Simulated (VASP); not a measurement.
Given:

```
Zn4O3S
1.0
    3.42354    -5.93652     0.02384
    1.71470     2.96996     0.00000
    0.01917    -0.01107     5.54516
Zn S O
4 1 3
Direct
  0.33451   0.33451   0.45479
  0.13403   0.63404   0.02227
  0.83115   0.33115   0.51485
  0.69741   0.69741   0.01838
  0.33896   0.33896   0.87200
  0.15556   0.65556   0.37988
  0.82940   0.32939   0.88286
  0.67899   0.67899   0.38296
```

These are PBE GGA, VASP's PBE PAW potentials (set 64) (plane waves; VASP) values and carry that method's errors. Numerical set-up: 500 eV cut-off, 4×7×4 Γ-centred mesh, Gaussian smearing of 0.050 eV, potentials Zn S O.

Question: What does the run give for the energy per atom (σ→0), band gap (on the k-mesh) with the smallest direct gap where there is one?

Answer: 
```json
{
 "band gap (on the k-mesh)": "0.15 eV",
 "smallest direct gap (on the k-mesh)": "0.15 eV",
 "energy per atom (σ→0)": "-4.127 eV/atom"
}
```

Total energies compare only between runs with the same potentials, cut-off and functional.

The structure was generated: Zn4O3S was put into an ordered model structure (Pm), which need not be its known phase. It was relaxed first.
